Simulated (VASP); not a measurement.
Given:

```
CELL_PARAMETERS angstrom
      2.26640    -3.92552     0.00000
      2.26640     3.92552     0.00000
      0.00000     0.00000     7.02546
ATOMIC_POSITIONS crystal
  Pb 0.00000 0.00000 0.00000
  I  0.33333 0.66667 0.26903
  I  0.66667 0.33333 0.73097
```

Level of theory: vdW-DF-cx, VASP's PBE PAW potentials (set 64) (plane waves; VASP). Settings: 520 eV cut-off, 6×6×4 Γ-centred mesh, tetrahedra with Blöchl corrections, potentials Pb_d I.

Unless said otherwise, spin-orbit coupling is left out, though it shifts the bands of the heavy elements here.

Q: Predict the energy per atom (σ→0), band gap (on the k-mesh) with the smallest direct gap where there is one.

A: 
```
Property                                     Result
-----------------------------------  --------------
band gap (on the k-mesh)                    2.17 eV
smallest direct gap (on the k-mesh)         2.17 eV
energy per atom (σ→0)                -0.546 eV/atom
```

The absolute energy has meaning only against runs of the same code, potentials and settings.

The compound is PbI2 in the 1T layered structure. It was relaxed first.
